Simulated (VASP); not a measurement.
Here is the system:

```
CELL_PARAMETERS angstrom
      0.00000     1.89423     1.89423
      1.89423     0.00000     1.89423
      1.89423     1.89423     0.00000
ATOMIC_POSITIONS crystal
  Rh 0.00000 0.00000 0.00000
```

These are PBE GGA with D4 dispersion, VASP's PBE PAW potentials (set 64) (plane waves; VASP 6.6.1) values and carry that method's errors. Numerical set-up: 520 eV cut-off, Gaussian smearing of 0.050 eV, potentials Rh_pv.

Task: Predict the band gap (along the path) with the smallest direct gap where there is one.

Result: 
```yaml
band gap (along the path): none (metal, semimetal or under 0.01 eV)
```

The absolute energy has meaning only against runs of the same code, potentials and settings.

The compound is Rh in the fcc structure. It was relaxed first.
